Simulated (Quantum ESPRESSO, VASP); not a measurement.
## One structure in several programs: CaCsH3 (Pm-3m, 5 atoms in the cell)

Self-consistent single point.

```yaml
crystal:
  lattice:
    - [4.62119, 0.00000, 0.00000]
    - [0.00000, 4.62119, 0.00000]
    - [0.00000, 0.00000, 4.62119]
  atoms:
    - { symbol: Cs, position: [0.00000, 0.00000, 0.00000] }
    - { symbol: Ca, position: [0.50000, 0.50000, 0.50000] }
    - { symbol: H, position: [0.50000, 0.00000, 0.50000] }
    - { symbol: H, position: [0.00000, 0.50000, 0.50000] }
    - { symbol: H, position: [0.50000, 0.50000, 0.00000] }
```

All programs got the same cell, k-point mesh and kind of occupations (in VASP's words: KPOINTS grid = 6 6 6; KPOINTS shift = 0 0 0; ISMEAR = -1; SIGMA = 0.01 eV); potentials, basis and cutoffs are each program's usual ones.

| code | model | pressure (GPa) | gap on the mesh (eV) | cutoff |
|---|---|---|---|---|
| VASP | PBEsol, VASP's PBE PAW potentials (set 64) | -1.83 | 2.931 | 300 eV |
| Quantum ESPRESSO | PBEsol, PseudoDojo standard norm-conserving (PBESOL) pseudopotentials | -1.24 | 2.954 | 75 Ry |

Gaps are read on the mesh.

The spread over the programs that give each value: pressure within 0.59 GPa; gap on the mesh within 0.023 eV.

The starting cell comes from a database of computed structures (which also holds hypothetical and non-ambient phases and stackings), without a prior relaxation at this level.

Task: Why do the programs differ, and what cannot be compared?

Result: Differences of this kind can come from the potentials, where these differ, and from what each basis and cutoff leave unconverged. The zero of total energies and Fermi levels follows the potentials and each program's conventions, so they are not compared here.

VASP's run is marked for a possible Pulay error in its stress at this cutoff; no cutoff test was made.

Left out of this page: Ansatz, GPAW, CP2K, FLEUR and SIESTA (not drawn, or without a comparable value); ABINIT (with a known weakness of the program).
